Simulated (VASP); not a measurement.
Input:

```
CELL_PARAMETERS angstrom
     -2.86350     2.84118     1.59930
      2.86350    -2.84118     1.59930
      2.86350     2.84118    -1.59930
ATOMIC_POSITIONS crystal
  Sn 0.25000 0.75000 0.50000
  Sn 0.00000 0.00561 0.00561
```

All values below come from PBE GGA, VASP's PBE PAW potentials (set 64) (plane waves; VASP 6.6.1). Settings: 400 eV cut-off, KSPACING 0.16 per Å, first-order Methfessel-Paxton smearing of 0.10 eV, potentials Sn_d.

Task: Which forces act on the atoms, in eV/Å?

Result: 
| atom | Fx | Fy | Fz |
|---|---|---|---|
| Sn1 | 0.148 | 0.000 | -0.032 |
| Sn2 | -0.148 | 0.000 | 0.032 |

Task: Give the stress tensor in GPa (positive for a compressed cell).

Result: 
```
5.42  0.00  0.37
0.00  6.55  0.00
0.37  0.00  3.54
```
The pressure is its mean diagonal, 5.17 GPa.

The compound is Sn in the beta structure. The cell was not relaxed at this level. The run is one of a series of settings (KGAMMA = .TRUE., KSPACING = 0.16, KPOINTS file removed against the base run), some of them coarse on purpose.
